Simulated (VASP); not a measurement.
# Ba3Lu (Pm-3m) in VASP: single point with PBE

Aim: the single point of Ba3Lu with PBE.

Everything below comes from runs of VASP 6.6.1. Logs are shortened: lines on timing, memory, paths and dates and some standing lists are left out, and cuts for length are marked.

## Step 1: The cell of the first run

The structure is cubic, space group Pm-3m (No. 221). Conventional cell: a = 5.871 Å, b = 5.871 Å, c = 5.871 Å, α = 90.00°, β = 90.00°, γ = 90.00°. Ba (site symmetry 4/mmm) is surrounded by 8 Ba at 4.15 Å and 4 Lu at 4.15 Å. Lu (site symmetry m-3m) has 12 Ba at 4.15 Å as nearest neighbours.

The cell was built by a generator and needn't be a form met in nature.

## Step 2: Single point, PBE (species swapped into the Ca3Cd type (Pm-3m, No. 221))

The input, INCAR:

```
  PREC = Accurate
  ENCUT = 520
  EDIFF = 1E-7
  ISMEAR = 0
  SIGMA = 0.1
  LREAL = False
  LASPH = True
  NELM = 100
  ALGO = Fast
  ISIF = 2
  LWAVE = False
  LCHARG = False
  GGA = PE
  NBANDS = 36
```

The input, KPOINTS:

```
regular mesh
0
Gamma
  8 8 8
```

The input, POSCAR:

```
Ba3Lu
1.0
    5.8713131900      0.0000000000      0.0000000000
    0.0000000000      5.8713131900      0.0000000000
    0.0000000000      0.0000000000      5.8713131900
Ba Lu
3 1
Direct
    0.0000000000      0.5000000000      0.5000000000
    0.5000000000      0.0000000000      0.5000000000
    0.5000000000      0.5000000000      0.0000000000
    0.0000000000      0.0000000000      0.0000000000
```

Potentials or basis: VASP PAW PBE potentials, release 64 (Ba_sv, Lu).

Launch:

```bash
$ cat potpaw_PBE.64/Ba_sv/POTCAR potpaw_PBE.64/Lu/POTCAR > POTCAR
$ mpirun -np 1 vasp_std > vasp.out
```

OUTCAR:

```text
PREC = Accurate
   ENCUT = 520
   EDIFF = 1E-7
   ISMEAR = 0
   LREAL = False
   LASPH = True
   NELM = 100
   ISIF = 2
   GGA = PE

 ion  position               nearest neighbor table
   1  0.000  0.500  0.500-   2 4.15   3 4.15   4 4.15   3 4.15   4 4.15   2 4.15   4 4.15   4 4.15
                             2 4.15   3 4.15   3 4.15   2 4.15
   2  0.500  0.000  0.500-   1 4.15   3 4.15   4 4.15   3 4.15   4 4.15   1 4.15   3 4.15   3 4.15
                             1 4.15   4 4.15   4 4.15   1 4.15
   3  0.500  0.500  0.000-   1 4.15   2 4.15   4 4.15   1 4.15   2 4.15   2 4.15   4 4.15   2 4.15
                             1 4.15   4 4.15   1 4.15   4 4.15
   4  0.000  0.000  0.000-   1 4.15   2 4.15   3 4.15   1 4.15   2 4.15   1 4.15   3 4.15   1 4.15
                             2 4.15   3 4.15   2 4.15   3 4.15

  LATTYP: Found a simple cubic cell.
 ALAT       =     5.8713131900

  Lattice vectors:

 A1 = (   5.8713131900,   0.0000000000,   0.0000000000)
 A2 = (   0.0000000000,   5.8713131900,   0.0000000000)
 A3 = (   0.0000000000,   0.0000000000,   5.8713131900)

Analysis of symmetry for initial positions (statically):
=====================================================================
 Subroutine PRICEL returns:
 Original cell was already a primitive cell.

 Routine SETGRP: Setting up the symmetry group for a
 simple cubic supercell.

 Subroutine GETGRP returns: Found 48 space group operations
 (whereof 48 operations were pure point group operations)
 out of a pool of 48 trial point group operations.

The static configuration has the point symmetry O_h .

Analysis of symmetry for dynamics (positions and initial velocities):
=====================================================================
 Subroutine PRICEL returns:
 Original cell was already a primitive cell.

 Routine SETGRP: Setting up the symmetry group for a
 simple cubic supercell.

 Subroutine GETGRP returns: Found 48 space group operations
 (whereof 48 operations were pure point group operations)
 out of a pool of 48 trial point group operations.

The dynamic configuration has the point symmetry O_h .

 Subroutine INISYM returns: Found 48 space group operations
 (whereof 48 operations are pure point group operations),
 and found     1 'primitive' translations

----------------------------------------------------------------------------------------

                                     Primitive cell

  volume of cell :     202.3978

  direct lattice vectors                    reciprocal lattice vectors
     5.871313190  0.000000000  0.000000000     0.170319649  0.000000000  0.000000000
     0.000000000  5.871313190  0.000000000     0.000000000  0.170319649  0.000000000
     0.000000000  0.000000000  5.871313190     0.000000000  0.000000000  0.170319649

  length of vectors
     5.871313190  5.871313190  5.871313190     0.170319649  0.170319649  0.170319649

  position of ions in fractional coordinates (direct lattice)
     0.000000000  0.500000000  0.500000000
     0.500000000  0.000000000  0.500000000
     0.500000000  0.500000000  0.000000000
     0.000000000  0.000000000  0.000000000

  ion indices of the primitive-cell ions
   primitive index   ion index
                 1           1
                 2           2
                 3           3
                 4           4

----------------------------------------------------------------------------------------

 KPOINTS: regular mesh

Automatic generation of k-mesh.
 Grid dimensions read from file:
 generate k-points for:    8    8    8

 Generating k-lattice:

  Cartesian coordinates                     Fractional coordinates (reciprocal lattice)
     0.021289956  0.000000000  0.000000000     0.125000000  0.000000000  0.000000000
     0.000000000  0.021289956  0.000000000     0.000000000  0.125000000  0.000000000
     0.000000000  0.000000000  0.021289956     0.000000000  0.000000000  0.125000000

  Length of vectors
     0.021289956  0.021289956  0.021289956

  Shift w.r.t. Gamma in fractional coordinates (k-lattice)
     0.000000000  0.000000000  0.000000000

 Subroutine IBZKPT returns following result:
 ===========================================

 Found     35 irreducible k-points:

 Following reciprocal coordinates:
            Coordinates               Weight
  0.000000  0.000000  0.000000      1.000000
  0.125000  0.000000  0.000000      6.000000
  0.250000  0.000000  0.000000      6.000000
  0.375000  0.000000  0.000000      6.000000
  0.500000  0.000000  0.000000      3.000000
  0.125000  0.125000  0.000000     12.000000
[... 16 lines left out ...]
  0.375000  0.375000  0.125000     24.000000
  0.500000  0.375000  0.125000     24.000000
 [... further k-points ...]
   k-points           NKPTS =     35   k-points in BZ     NKDIM =     35   number of bands    NBANDS=     36
   number of dos      NEDOS =    301   number of ions     NIONS =      4
   total plane-waves  NPLWV = 110592
   dimension x,y,z NGX =    48 NGY =   48 NGZ =   48
   dimension x,y,z NGXF=    96 NGYF=   96 NGZF=   96
   ions per type =               3   1
   NGX,Y,Z   is equivalent  to a cutoff of  13.59, 13.59, 13.59 a.u.
   NGXF,Y,Z  is equivalent  to a cutoff of  27.18, 27.18, 27.18 a.u.
 SYSTEM =  unknown system
   PREC   = accura    normal or accurate (medium, high low for compatibility)
   ISTART =      0    job   : 0-new  1-cont  2-samecut
   ICHARG =      2    charge: 1-file 2-atom 10-const
   ISPIN  =      1    spin polarized calculation?
   LNONCOLLINEAR =      F non collinear calculations
   LSORBIT =      F    spin-orbit coupling
   LASPH  =      T    aspherical Exc in radial PAW
   ENCUT  =  520.0 eV  38.22 Ry    6.18 a.u.  10.92 10.92 10.92*2*pi/ulx,y,z
   NELM   =    100;   NELMIN=  2; NELMDL= -5     # of ELM steps
   EDIFF  = 0.1E-06   stopping-criterion for ELM
   LREAL  =      F    real-space projection
   EDIFFG = 0.1E-05   stopping-criterion for IOM
   NSW    =      0    number of steps for IOM
   IBRION =     -1    ionic relax: 0-MD 1-quasi-New 2-CG
   NFREE  =      0    steps in history (QN), initial steepest desc. (CG)
   ISIF   =      2    stress and relaxation
   ISYM   =      2    0-nonsym 1-usesym 2-fastsym
   POTIM  = 0.5000    time-step for ionic-motion
   TEBEG  =    0.0;   TEEND  =   0.0 temperature during run
   PSTRESS=    0.0 pullay stress
   NELECT =      55.0000    total number of electrons
   NUPDOWN=      -1.0000    fix difference up-down
   EMIN   =  10.00;   EMAX   =-10.00  energy-range for DOS
   EFERMI =   0.00;   METHOD = LEGACY
   ISMEAR =     0;   SIGMA  =   0.10  broadening in eV -4-tet -1-fermi 0-gaus
   EFERMI_NEDOS =   21; number of points for ismear=-14 and -15
   IALGO  =     68    algorithm
   IMIX   =      4    mixing-type and parameters
     AMIX     =   0.40;   BMIX     =  1.00
     AMIX_MAG =   1.60;   BMIX_MAG =  1.00
  volume/ion in A,a.u.               =      50.60       341.46
  Fermi-wavevector in a.u.,A,eV,Ry     =   1.060377  2.003823 15.298395  1.124400
  Thomas-Fermi vector in A             =   2.195756
   LORBIT       =      0    0 simple, 1 ext, 2 COOP (PROOUT), +10 PAW based schemes
   GGA     = PE    functional components
   LHFCALC =     F    Hartree Fock is set to
   AEXX    =    0.0000 exact exchange contribution
   IVDW    =     0    specifies the selected vdW correction
   LEPSILON=     F    determine dielectric tensor
   LRPA    =     F    only Hartree local field effects (RPA)
 non-spin polarized calculation
 RMM-DIIS sequential band-by-band and
 Gauss-broadening in eV      SIGMA  =   0.10
  energy-cutoff  :      520.00
  volume of cell :      202.40
 maximum number of plane-waves:      5520
 NGX is ok and might be reduce to    48
   NGX = 21   NGY = 21   NGZ = 21

 number of electron      54.9999999 magnetization

 Free energy of the ion-electron system (eV)
  ---------------------------------------------------
  ext. energy  EPLUGINS =         0.00000000
  ---------------------------------------------------
  free energy    TOTEN  =        -9.16443094 eV

  energy without entropy =       -9.12071357  energy(sigma->0) =       -9.14257226

 E-fermi :   1.9938     XC(G=0):  -8.1845

 val. band max:        1.9820176213   @ k =   0.2500   0.2500   0.2500
 cond. band min:       1.9977403181   @ k =   0.2500   0.1250   0.1250
 fundamental gap:      0.0157226968
 Fermi energy:         1.9938409702

 k-point     1 :       0.0000    0.0000    0.0000
  band No.  band energies     occupation
      1     -55.6755      2.00000
      2     -26.4916      2.00000
      3     -26.3897      2.00000
      4     -26.3897      2.00000
      5     -26.2736      2.00000
      6     -26.2736      2.00000
[... 28 lines left out ...]
     35       3.9954      0.00000
     36       3.9955      0.00000

 k-point     2 :       0.1250    0.0000    0.0000
  band No.  band energies     occupation
      1     -55.6755      2.00000
      2     -26.4887      2.00000
      3     -26.3936      2.00000
      4     -26.3897      2.00000
      5     -26.2736      2.00000
      6     -26.2736      2.00000
[... 28 lines left out ...]
     35       3.8822      0.00000
     36       3.8822      0.00000

 k-point     3 :       0.2500    0.0000    0.0000
  band No.  band energies     occupation
      1     -55.6755      2.00000
      2     -26.4806      2.00000
      3     -26.4038      2.00000
      4     -26.3896      2.00000
      5     -26.2736      2.00000
      6     -26.2736      2.00000
[... 28 lines left out ...]
     35       4.0588      0.00000
     36       4.0589      0.00000
[... 742 lines left out ...]
 k-point    23 :       0.3750    0.3750    0.1250
  band No.  band energies     occupation
      1     -55.6755      2.00000
      2     -26.4462      2.00000
      3     -26.4211      2.00000
      4     -26.4089      2.00000
      5     -26.2735      2.00000
      6     -26.2710      2.00000
[... 28 lines left out ...]
     35       3.6399      0.00000
     36       4.1687      0.00000

 k-point    24 :       0.5000    0.3750    0.1250
  band No.  band energies     occupation
      1     -55.6755      2.00000
      2     -26.4383      2.00000
      3     -26.4261      2.00000
      4     -26.4119      2.00000
      5     -26.2736      2.00000
      6     -26.2710      2.00000
[... 28 lines left out ...]
     35       3.3982      0.00000
     36       3.8041      0.00000

 [... further k-points ...]

------------------------ aborting loop because EDIFF is reached ----------------------------------------

  FORCE on cell =-STRESS in cart. coord.  units (eV):
  Direction    XX          YY          ZZ          XY          YZ          ZX
  --------------------------------------------------------------------------------------
  -------------------------------------------------------------------------------------
  Total        0.0994513      0.0994513      0.0994513      0.0000000     -0.0000000      0.0000000
  in kB        0.7872547      0.7872547      0.7872547      0.0000000     -0.0000000      0.0000000
  external PRESSURE =       0.7872547 kB  Pullay stress =       0.0000000 kB

 VOLUME and BASIS-vectors are now :
 -----------------------------------------------------------------------------
  energy-cutoff  :      520.00
  volume of cell :      202.40
      direct lattice vectors                 reciprocal lattice vectors
     5.871313190  0.000000000  0.000000000     0.170319649  0.000000000  0.000000000
     0.000000000  5.871313190  0.000000000     0.000000000  0.170319649  0.000000000
     0.000000000  0.000000000  5.871313190     0.000000000  0.000000000  0.170319649

 POSITION                                       TOTAL-FORCE (eV/Angst)
 -----------------------------------------------------------------------------------
      0.00000      2.93566      2.93566         0.000000      0.000000      0.000000
      2.93566      0.00000      2.93566         0.000000      0.000000      0.000000
      2.93566      2.93566      0.00000         0.000000      0.000000      0.000000
      0.00000      0.00000      0.00000         0.000000      0.000000      0.000000
 -----------------------------------------------------------------------------------
    total drift:                                0.000000      0.000000      0.000000

  FREE ENERGIE OF THE ION-ELECTRON SYSTEM (eV)
  ---------------------------------------------------
  free  energy   TOTEN  =        -9.1644309427 eV

  energy  without entropy=       -9.1207135690  energy(sigma->0) =       -9.14257226
```

Wall time 18 min (1 thread of Intel Xeon Platinum 8559C (Emerald Rapids), shared host); peak memory 0.52 GiB.

Results:

```
Free energy            : -9.1644 eV
Pressure               : 0.1 GPa
Band gap on the k mesh : none (metal or under the smearing width)
```

Spin-orbit coupling is left out, which matters for the levels of Ba, Lu.
